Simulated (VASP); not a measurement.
# GaAs (relaxed from the rock salt structure, space group Fm-3m): computed properties

These are PBEsol GGA, VASP's PBE PAW potentials (set 64) (plane waves; VASP 6.6.1) values and carry that method's errors.

- space group = Fm-3m (225)
- cell = a = b = c = 5.3027 Å, α = β = γ = 90.00°
- volume per atom = 18.64 Å³/atom
- band gap (over mesh and band path) = none (metal, semimetal or under 0.01 eV)
- density = 6.44 g/cm³

```
GaAs
1.0
    0.00000     2.65134     2.65134
    2.65134     0.00000     2.65134
    2.65134     2.65134     0.00000
Ga As
1 1
Direct
  0.00000   0.00000   0.00000
  0.50000   0.50000   0.50000
```

The structure was generated: GaAs was put into the rock salt type (Fm-3m), which need not be its known phase. It was relaxed first, which changed the volume by +6 %. Symmetry was kept, so distortions that lower it aren't found.
